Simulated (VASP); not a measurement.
An input for Quantum ESPRESSO's pw.x (written as the equivalent of a VASP run, and not itself run):

```
&CONTROL
  calculation = 'scf'
  pseudo_dir = './pseudo'
  outdir = './out'
  tprnfor = .true.
  tstress = .true.
/
&SYSTEM
  ibrav = 0
  nat = 2
  ntyp = 2
  ecutwfc = 84
  occupations = 'smearing'
  smearing = 'methfessel-paxton'
  degauss = 0.00735
  input_dft = 'vdw-df-ob86'
/
&ELECTRONS
  conv_thr = 7.3e-09
  electron_maxstep = 100
/
ATOMIC_SPECIES
  In 114.818 In.upf
  As 74.922 As.upf
CELL_PARAMETERS angstrom
     0.0000000    3.0717038    3.0717038
     3.0717038    0.0000000    3.0717038
     3.0717038    3.0717038    0.0000000
ATOMIC_POSITIONS crystal
  In   0.0000000  0.0000000  0.0000000
  As   0.2500000  0.2500000  0.2500000
K_POINTS automatic
  10 10 10 0 0 0
```

**Question.** Write the VASP files for the same calculation (optB86b-vdW).

**Answer.** One answer among several that fit: 
### KPOINTS
```
Automatic mesh
0
Gamma
10 10 10
0 0 0
```

POSCAR:
```
InAs
1
    0.0000000000     3.0717038476     3.0717038476
    3.0717038476     0.0000000000     3.0717038476
    3.0717038476     3.0717038476     0.0000000000
In As
1 1
Direct
  0.0000000000   0.0000000000   0.0000000000
  0.2500000000   0.2500000000   0.2500000000
```

INCAR:
```
# general
SYSTEM  =InAs
PREC    =Accurate
ENCUT   =520   # plane-wave cut-off (eV)
LREAL   =.FALSE.
LASPH   =.TRUE.   # aspherical one-centre terms

# electronic loop
EDIFF   =1E-7   # SCF stop (eV)
NELM    =100   # most electronic steps
ALGO    =Normal   # blocked Davidson
LMAXMIX =4   # l cut-off of mixed one-centre charges

# smearing
ISMEAR  =1
SIGMA   =0.1   # width (eV)

# functional
GGA     =MK
LUSE_VDW=.TRUE.
AGGAC   =0.0
PARAM1  =0.1234
PARAM2  =1.0

# ions
ISIF    =2   # forces and stress, cell fixed

# output
LWAVE   =.FALSE.
LCHARG  =.FALSE.
```

POTCAR, in this order: In_d As (PBE.64 set). Program: vasp_std.

The two are equivalent in intent, not identical: the potentials are each code's own (VASP's PAW set, PseudoDojo norm-conserving files in pw.x), so ENCUT and ecutwfc are chosen apart and not converted; conv_thr bounds pw.x's estimated SCF error, while EDIFF bounds the energy change between steps.

The compound is InAs in the zinc blende structure. It was relaxed first.
